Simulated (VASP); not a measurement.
Here is the system:

```
CELL_PARAMETERS angstrom
      5.70330     0.00000     0.00000
      0.00000     5.70330     0.00000
      0.00000     0.00000     5.70330
ATOMIC_POSITIONS crystal
  Zn 0.00000 0.00000 0.00000
  S  0.23643 0.23643 0.23643
  S  0.76357 0.76357 0.23643
  S  0.76357 0.23643 0.76357
  S  0.23643 0.76357 0.76357
  Cd 0.50000 0.50000 0.00000
  Cd 0.50000 0.00000 0.50000
  Cd 0.00000 0.50000 0.50000
```

Level of theory: PBEsol GGA, VASP's PBE PAW potentials (set 64) (plane waves; VASP 6.6.1). Run with 400 eV cut-off, 5×5×5 Γ-centred mesh, tetrahedra with Blöchl corrections, potentials Zn S Cd.

### Question
What does the run give for the energy per atom (σ→0), band gap (on the k-mesh) with the smallest direct gap where there is one?

### Answer

```json
{
  "band gap (on the k-mesh)": "1.21 eV",
  "smallest direct gap (on the k-mesh)": "1.21 eV",
  "energy per atom (σ→0)": "-337.0 kJ/mol-atom"
}
```

Total energies compare only between runs with the same potentials, cut-off and functional.

The structure was generated: Cd3ZnS4 was put into an ordered model structure (P-43m), which need not be its known phase. It was relaxed first.
